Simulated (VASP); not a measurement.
OSZICAR of a VASP run on P (black):

File OSZICAR:
```
       N       E                     dE             d eps       ncg     rms          rms(c)
DAV:   1     0.613553145897E+02    0.61355E+02   -0.88101E+03  4340   0.124E+03
DAV:   2    -0.201828351447E+02   -0.81538E+02   -0.79173E+02  5680   0.182E+02
DAV:   3    -0.242620457801E+02   -0.40792E+01   -0.40346E+01  5988   0.425E+01
DAV:   4    -0.243112605792E+02   -0.49215E-01   -0.49182E-01  5302   0.553E+00
DAV:   5    -0.243121805173E+02   -0.91994E-03   -0.91945E-03  6022   0.678E-01    0.119E+01
DAV:   6    -0.241075060135E+02    0.20467E+00   -0.14847E-01  5210   0.238E+00    0.692E+00
DAV:   7    -0.240296534452E+02    0.77853E-01   -0.20050E-01  5614   0.276E+00    0.527E-01
DAV:   8    -0.240279157747E+02    0.17377E-02   -0.20120E-02  5116   0.101E+00    0.245E-01
DAV:   9    -0.240278428684E+02    0.72906E-04   -0.11582E-03  5870   0.233E-01    0.100E-01
DAV:  10    -0.240278120349E+02    0.30834E-04   -0.15566E-04  5306   0.765E-02    0.433E-02
DAV:  11    -0.240278121605E+02   -0.12569E-06   -0.12165E-05  5618   0.270E-02    0.108E-02
DAV:  12    -0.240278120899E+02    0.70604E-07   -0.84304E-07  5522   0.626E-03
   1 F= -.24027812E+02 E0= -.24027722E+02  d E =-.240278E+02
       N       E                     dE             d eps       ncg     rms          rms(c)
DAV:   1    -0.240602438546E+02   -0.32432E-01   -0.22884E+00  4352   0.902E+00    0.894E-01
DAV:   2    -0.240739398119E+02   -0.13696E-01   -0.15348E-01  5942   0.272E+00    0.426E-01
DAV:   3    -0.240730696794E+02    0.87013E-03   -0.18145E-03  5338   0.359E-01    0.324E-01
DAV:   4    -0.240727054237E+02    0.36426E-03   -0.21331E-03  5624   0.287E-01    0.430E-02
DAV:   5    -0.240727029690E+02    0.24547E-05   -0.49417E-04  5144   0.154E-01    0.686E-02
DAV:   6    -0.240727030178E+02   -0.48755E-07   -0.15352E-05  5774   0.292E-02    0.319E-02
DAV:   7    -0.240727022601E+02    0.75762E-06   -0.53552E-06  4952   0.144E-02    0.155E-02
DAV:   8    -0.240727021889E+02    0.71203E-07   -0.75342E-07  5588   0.614E-03
   2 F= -.24072702E+02 E0= -.24072627E+02  d E =-.448901E-01
       N       E                     dE             d eps       ncg     rms          rms(c)
DAV:   1    -0.240749156995E+02   -0.22134E-02   -0.42564E-01  4358   0.388E+00    0.399E-01
DAV:   2    -0.240774933743E+02   -0.25777E-02   -0.28832E-02  5954   0.118E+00    0.162E-01
DAV:   3    -0.240773273077E+02    0.16607E-03   -0.34987E-04  5292   0.158E-01    0.117E-01
DAV:   4    -0.240772717578E+02    0.55550E-04   -0.33992E-04  5648   0.115E-01    0.202E-02
DAV:   5    -0.240772714744E+02    0.28343E-06   -0.85606E-05  5078   0.631E-02    0.259E-02
DAV:   6    -0.240772712747E+02    0.19962E-06   -0.27773E-06  5672   0.130E-02    0.137E-02
DAV:   7    -0.240772711266E+02    0.14818E-06   -0.13067E-06  5018   0.707E-03    0.679E-03
DAV:   8    -0.240772711066E+02    0.19937E-07   -0.18253E-07  3788   0.311E-03
   3 F= -.24077271E+02 E0= -.24077189E+02  d E =-.494590E-01
       N       E                     dE             d eps       ncg     rms          rms(c)
DAV:   1    -0.240869619703E+02   -0.96908E-02   -0.31077E-01  4658   0.319E+00    0.355E-01
DAV:   2    -0.240855311596E+02    0.14308E-02   -0.13928E-02  5832   0.850E-01    0.158E-01
DAV:   3    -0.240847566562E+02    0.77450E-03   -0.21195E-03  5524   0.282E-01    0.715E-02
DAV:   4    -0.240847338024E+02    0.22854E-04   -0.33611E-04  5722   0.117E-01    0.285E-02
DAV:   5    -0.240847290543E+02    0.47481E-05   -0.11220E-05  5280   0.236E-02    0.874E-03
DAV:   6    -0.240847286190E+02    0.43526E-06   -0.16289E-06  5714   0.829E-03    0.304E-03
DAV:   7    -0.240847286213E+02   -0.22981E-08   -0.35500E-07  4540   0.377E-03
   4 F= -.24084729E+02 E0= -.24084702E+02  d E =-.745751E-02
       N       E                     dE             d eps       ncg     rms          rms(c)
DAV:   1    -0.240886788160E+02   -0.39502E-02   -0.26706E-01  4682   0.295E+00    0.330E-01
DAV:   2    -0.240875238550E+02    0.11550E-02   -0.11909E-02  5770   0.786E-01    0.145E-01
DAV:   3    -0.240868882781E+02    0.63558E-03   -0.17475E-03  5510   0.256E-01    0.663E-02
DAV:   4    -0.240868682176E+02    0.20060E-04   -0.28446E-04  5758   0.107E-01    0.261E-02
DAV:   5    -0.240868643952E+02    0.38224E-05   -0.98006E-06  5270   0.221E-02    0.790E-03
DAV:   6    -0.240868641110E+02    0.28422E-06   -0.11999E-06  5714   0.715E-03    0.287E-03
DAV:   7    -0.240868641051E+02    0.59060E-08   -0.22668E-07  3972   0.306E-03
   5 F= -.24086864E+02 E0= -.24086957E+02  d E =-.959300E-02
       N       E                     dE             d eps       ncg     rms          rms(c)
DAV:   1    -0.240880212926E+02   -0.11572E-02   -0.15871E-01  4532   0.230E+00    0.243E-01
DAV:   2    -0.240887024477E+02   -0.68116E-03   -0.90624E-03  5894   0.704E-01    0.698E-02
DAV:   3    -0.240885817607E+02    0.12069E-03   -0.21610E-04  5474   0.109E-01    0.400E-02
DAV:   4    -0.240885590667E+02    0.22694E-04   -0.13350E-04  5764   0.694E-02    0.124E-02
DAV:   5    -0.240885591031E+02   -0.36454E-07   -0.19547E-05  4994   0.302E-02    0.113E-02
DAV:   6    -0.240885590217E+02    0.81410E-07   -0.13002E-06  5438   0.834E-03    0.554E-03
DAV:   7    -0.240885589947E+02    0.26996E-07   -0.10952E-07  3176   0.242E-03
   6 F= -.24088559E+02 E0= -.24088676E+02  d E =-.169489E-02
       N       E                     dE             d eps       ncg     rms          rms(c)
DAV:   1    -0.240886030826E+02   -0.44061E-04   -0.11846E-02  4562   0.630E-01    0.670E-02
DAV:   2    -0.240886539579E+02   -0.50875E-04   -0.67562E-04  5888   0.192E-01    0.187E-02
DAV:   3    -0.240886449923E+02    0.89655E-05   -0.16215E-05  5492   0.297E-02    0.105E-02
DAV:   4    -0.240886433654E+02    0.16269E-05   -0.97215E-06  5770   0.187E-02    0.338E-03
DAV:   5    -0.240886433616E+02    0.37846E-08   -0.13850E-06  4972   0.804E-03    0.301E-03
DAV:   6    -0.240886433570E+02    0.46609E-08   -0.91816E-08  2926   0.228E-03
   7 F= -.24088643E+02 E0= -.24088767E+02  d E =-.177925E-02
       N       E                     dE             d eps       ncg     rms          rms(c)
DAV:   1    -0.240914558182E+02   -0.28125E-02   -0.13819E-01  4586   0.217E+00    0.214E-01
DAV:   2    -0.240903005343E+02    0.11553E-02   -0.61006E-03  5834   0.559E-01    0.118E-01
DAV:   3    -0.240896040168E+02    0.69652E-03   -0.16858E-03  5446   0.253E-01    0.204E-02
DAV:   4    -0.240896089396E+02   -0.49227E-05   -0.15689E-04  5320   0.902E-02    0.152E-02
DAV:   5    -0.240896085482E+02    0.39135E-06   -0.77435E-06  5806   0.179E-02    0.844E-03
DAV:   6    -0.240896083855E+02    0.16269E-06   -0.61985E-07  5246   0.537E-03    0.314E-03
DAV:   7    -0.240896083784E+02    0.70920E-08   -0.73352E-08  3208   0.190E-03
   8 F= -.24089608E+02 E0= -.24089728E+02  d E =-.965021E-03
       N       E                     dE             d eps       ncg     rms          rms(c)
DAV:   1    -0.240896095911E+02   -0.12055E-05   -0.54951E-05  4736   0.432E-02    0.430E-03
DAV:   2    -0.240896091281E+02    0.46298E-06   -0.24276E-06  5822   0.112E-02    0.242E-03
DAV:   3    -0.240896088541E+02    0.27406E-06   -0.67244E-07  5438   0.505E-03    0.426E-04
DAV:   4    -0.240896088562E+02   -0.21773E-08   -0.59081E-08  2812   0.182E-03
   9 F= -.24089609E+02 E0= -.24089728E+02  d E =-.965499E-03
       N       E                     dE             d eps       ncg     rms          rms(c)
DAV:   1    -0.240896662521E+02   -0.57398E-04   -0.37739E-03  4340   0.354E-01    0.317E-02
DAV:   2    -0.240896813763E+02   -0.15124E-04   -0.20940E-04  5870   0.106E-01    0.131E-02
DAV:   3    -0.240896787633E+02    0.26130E-05   -0.42896E-06  5212   0.159E-02    0.823E-03
DAV:   4    -0.240896780856E+02    0.67768E-06   -0.29614E-06  5784   0.107E-02    0.232E-03
DAV:   5    -0.240896780862E+02   -0.60254E-09   -0.66089E-07  4828   0.539E-03
  10 F= -.24089678E+02 E0= -.24089797E+02  d E =-.692300E-04
```

Problem. Which electronic solver shows in the log?

Solution. It is blocked Davidson (ALGO = Normal, or the opening steps of other solvers). The INCAR had ALGO = Normal.

Problem. Can the final energy be trusted as converged?

Solution. The calculation finished and met its thresholds. It stopped with EDIFF = 1E-7, NELM = 100, NSW = 30 and EDIFFG = -0.01 after 10 ionic steps (LDA (Ceperley-Alder, Perdew-Zunger), plane waves, VASP's LDA PAW potentials (set 64)).

The compound is P in the black structure. This cell is one point of a volume scan, at 0.94 of the reference volume. Symmetry was kept, so distortions that lower it aren't found.
